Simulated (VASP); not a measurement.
Input:

```
CELL_PARAMETERS angstrom
      2.76387     0.00000     0.00000
      0.00000     2.76387     0.00000
      0.00000     0.00000     2.76387
ATOMIC_POSITIONS crystal
  Al 0.50000 0.50000 0.50000
  Co 0.00000 0.00000 0.00000
```

Calculation: revTPSS meta-GGA, VASP's PBE PAW potentials (set 64) (plane waves; VASP 6.6.1). Run with 520 eV cut-off, 13×13×13 Γ-centred mesh, first-order Methfessel-Paxton smearing of 0.10 eV, potentials Al Co.

**Question.** Predict the energy per atom (σ→0), pressure, band gap (on the k-mesh) with the smallest direct gap where there is one.

**Answer.** 
```yaml
band gap (on the k-mesh): none (metal, semimetal or under 0.01 eV)
energy per atom (σ→0): -502.7 kJ/mol of atoms
pressure: 13.89 GPa
```

Total energies compare only between runs with the same potentials, cut-off and functional.

The compound is CoAl in the CsCl type structure. This cell is one point of a volume scan, at 0.94 of the reference volume. The run is not spin-polarised, so no magnetic state was tried.
